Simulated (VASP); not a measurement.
Here is the system:

```xyz
4
Lattice="4.0096 0.0000 0.0000 -2.0048 3.4724 0.0000 0.0000 0.0000 6.5850" Properties=species:S:1:pos:R:3 pbc="T T T"
Al     0.0000     2.3149     0.0043
Al     2.0048     1.1575     3.2968
As     0.0000     2.3149     2.4717
As     2.0048     1.1575     5.7642
```

Calculation: PBEsol GGA with spin-orbit coupling, VASP's PBE PAW potentials (set 64) (plane waves; VASP 6.6.1). Numerical set-up: 400 eV cut-off, 6×6×3 Γ-centred mesh, Gaussian smearing of 0.050 eV, potentials Al As.

The path is coarsely sampled, so an indirect gap can come out somewhat too large.

Q: What does the run give for the energy per atom (σ→0), band gap (over mesh and band path) with the smallest direct gap where there is one?

A: 
| Quantity | Value |
|---|---|
| band gap (over mesh and band path) | 1.51 eV |
| smallest direct gap (over mesh and band path) | 1.60 eV |
| energy per atom (σ→0) | -5.029 eV/atom |

Only differences to runs with the same potentials and settings are physical.

The structure comes from a computed database's AlAs entry (P6_3mc); how it stands against other phases isn't given here. It was relaxed first.
